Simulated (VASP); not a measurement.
The system is Si3Ge.

```
Si Ge
1.0
     2.65569    0.00000    0.00000
    -1.32784    2.29989    0.00000
     0.00000    0.00000   10.79171
Si Ge
3 1
Direct
  0.00000 0.00000 0.50000
  0.00000 0.00000 0.74153
  0.00000 0.00000 0.25847
  0.00000 0.00000 0.00000
```

The cell was built by a generator and needn't be a form met in nature.

The cell isn't the ideal one: random cell by space group and Wyckoff sites (P6/mmm, No. 191).

```yaml
Program: VASP 6.6.1
Task: relaxation of cell and atoms
Functional: PBE
Potentials_or_basis: VASP PAW PBE potentials, release 64 (Si, Ge_d)
Cutoff: 600 eV
k_mesh: 9 × 9 × 2
Occupations: gaussian, width 0.1 eV
Spin: no spin polarisation
```

At the start: pressure -0.5 GPa; volume 16.48 Å³/atom.

How do energy, volume and symmetry change on relaxing?

Over 9 steps the energy falls by 36.0 meV/atom and the volume is 16.04 Å³/atom (-2.7 %); space group P6/mmm (No. 191, to 0.05 Å).

Step by step:
```tsv
step	energy change (eV)	largest force (eV/Å)	pressure (GPa)	volume (Å³)
1	0.0000	0.1885	-0.49	65.91
2	-0.1373	0.0715	-1.28	65.33
3	-0.1373	0.0664	-1.46	65.34
4	-0.1418	0.1105	0.42	63.92
5	-0.1423	0.1007	0.10	64.24
6	-0.1423	0.0995	-0.08	64.29
7	-0.1423	0.1002	0.05	64.27
8	-0.1432	0.0667	0.01	64.23
9	-0.1439	0.0122	0.02	64.16
```

Final structure:
```
CELL_PARAMETERS angstrom
2.68917 0.00000 0.00000
-1.34458 2.32889 0.00000
0.00000 0.00000 10.24498
ATOMIC_POSITIONS crystal
Si 0.00000 0.00000 0.50000
Si 0.00000 0.00000 0.74211
Si 0.00000 0.00000 0.25789
Ge 0.00000 0.00000 0.00000
```
